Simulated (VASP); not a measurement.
Input:

```
CELL_PARAMETERS angstrom
      1.79975    -3.07094     0.00000
      1.79975     3.07094     0.00000
      0.00000     0.00000     5.13819
ATOMIC_POSITIONS crystal
  Pt 0.00000 0.00000 0.00000
  S  0.33333 0.66667 0.23000
  S  0.68063 0.34730 0.77000
```

Computed with PBE GGA, VASP's PBE PAW potentials (set 64) (plane waves; VASP). Numerical set-up: LREAL = Auto, 400 eV cut-off, 7×7×4 Γ-centred mesh, Gaussian smearing of 0.050 eV, potentials Pt S.

Q: Predict the energy per atom (σ→0), pressure, largest force.

A: 
The energy per atom (σ→0) is -494.5 kJ/mol of atoms and the pressure is 4.69 GPa. The largest force is 0.01363 Ha/bohr.

Only differences to runs with the same potentials and settings are physical.

The compound is PtS2 in the 1T layered structure. The cell was not relaxed at this level, atoms are displaced from their ideal sites. The run is one of a series of settings (LREAL = Auto against the base run), some of them coarse on purpose.
